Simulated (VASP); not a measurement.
Crystal: PtS2.

```
CELL_PARAMETERS angstrom
3.54874 0.00000 0.00000
-1.77437 3.07330 0.00000
0.00000 0.00000 5.59707
ATOMIC_POSITIONS crystal
Pt 0.00000 0.00000 0.00000
S 0.66667 0.33333 0.77966
S 0.33333 0.66667 0.22034
```

The cell is a database's computed one.

* Program: VASP 6.6.1
* Task: relaxation of cell and atoms
* Functional: PBEsol
* Potentials or basis: VASP PAW PBE potentials, release 64 (Pt, S)
* Cutoff: 600 eV
* k mesh: 3 × 3 × 2
* Occupations: gaussian, width 0.02 eV
* Spin: no spin polarisation

At the start: pressure -2.7 GPa; volume 20.35 Å³/atom.

**Question.** Where does the relaxation end?

**Answer.** Over 22 steps the energy falls by 9.2 meV/atom and the volume is 18.66 Å³/atom (-8.3 %); space group P-3m1 (No. 164, to 0.05 Å).

The path:
```
step  energy change (eV)  largest force (eV/Å)  pressure (GPa)  volume (Å³)
   1              0.0000                0.3657           -2.66        61.04
   2              0.0229                0.5945            5.39        58.11
   3             -0.0120                0.0291            0.10        59.93
   4             -0.0144                0.0127           -0.02        59.91
   5             -0.0156                0.0721           -0.20        59.89
   6             -0.0164                0.0901           -0.04        59.65
   7             -0.0184                0.1445            0.45        58.92
   8             -0.0195                0.2559            1.55        57.48
   9             -0.0196                0.2550            1.55        57.46
  10             -0.0198                0.2533            1.54        57.41
  11             -0.0202                0.2499            1.53        57.31
  12             -0.0211                0.2426            1.50        57.11
  13             -0.0225                0.2281            1.46        56.71
  14             -0.0243                0.1996            1.43        55.91
  15             -0.0222                0.1412            1.56        54.29
  16             -0.0243                0.1910            1.50        55.38
  17             -0.0258                0.1451            1.04        55.57
  18             -0.0272                0.0103           -0.29        56.12
  19             -0.0272                0.0339           -0.06        56.02
  20             -0.0273                0.0310           -0.05        56.02
  21             -0.0274                0.0223           -0.03        56.01
  22             -0.0275                0.0046           -0.01        55.98
```

Final structure:
```yaml
crystal:
  lattice:
    - [3.55632, 0.00000, 0.00000]
    - [-1.77816, 3.07986, 0.00000]
    - [0.00000, 0.00000, 5.11129]
  atoms:
    - { symbol: Pt, position: [0.00000, 0.00000, 0.00000] }
    - { symbol: S, position: [0.66667, 0.33333, 0.76633] }
    - { symbol: S, position: [0.33333, 0.66667, 0.23367] }
```

Caveat: the k mesh is coarse (spacing up to 0.68 Å⁻¹), so the values aren't converged; the PAW data sets were made with another functional, which shifts forces and pressure a little; this functional lacks dispersion, which binds the layers, so the pressure and a relaxed spacing across them are unreliable.
